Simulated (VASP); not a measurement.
Elastic constants (GPa) of a crystal from PBEsol GGA, VASP's PBE PAW potentials (set 64) run with VASP 6.6.1:

|  | xx | yy | zz | yz | xz | xy |
|---|---|---|---|---|---|---|
| xx | 164.7 | 98.6 | 98.6 | 0.0 | 0.0 | 0.0 |
| yy | 98.6 | 164.7 | 98.6 | 0.0 | 0.0 | 0.0 |
| zz | 98.6 | 98.6 | 164.7 | 0.0 | 0.0 | 0.0 |
| yz | 0.0 | 0.0 | 0.0 | 63.9 | 0.0 | 0.0 |
| xz | 0.0 | 0.0 | 0.0 | 0.0 | 63.9 | 0.0 |
| xy | 0.0 | 0.0 | 0.0 | 0.0 | 0.0 | 63.9 |

Finite-difference elastic constants of metals are sensitive to mesh and smearing; shear constants can be off by tens of GPa.

Problem. Work out the Voigt, Reuss and Hill moduli, Young's modulus and Poisson's ratio.

Solution. All eigenvalues are positive (smallest 63.9 GPa), so the crystal is stable. K_V = (C11+C22+C33+2(C12+C13+C23))/9 = (494.1 + 2×295.8)/9 = 120.6 GPa; G_V = (494.1 − 295.8 + 3×191.7)/15 = 51.6 GPa. From the compliances, K_R = 120.6 GPa and G_R = 46.5 GPa. Hill: K = 120.6 GPa, G = 49.0 GPa, E = 9KG/(3K+G) = 129.6 GPa, ν = (3K−2G)/(2(3K+G)) = 0.321. K/G = 2.46, above Pugh's 1.75; universal anisotropy A^U = 0.54.

Problem. With a density of 10.82 g/cm³, what are the mean sound speeds?

Solution. v_l = √((K+4G/3)/ρ) = 4.15 km/s and v_t = √(G/ρ) = 2.13 km/s. The crystal is Ag (fcc), cubic.

The compound is Ag in the fcc structure. It was relaxed first.
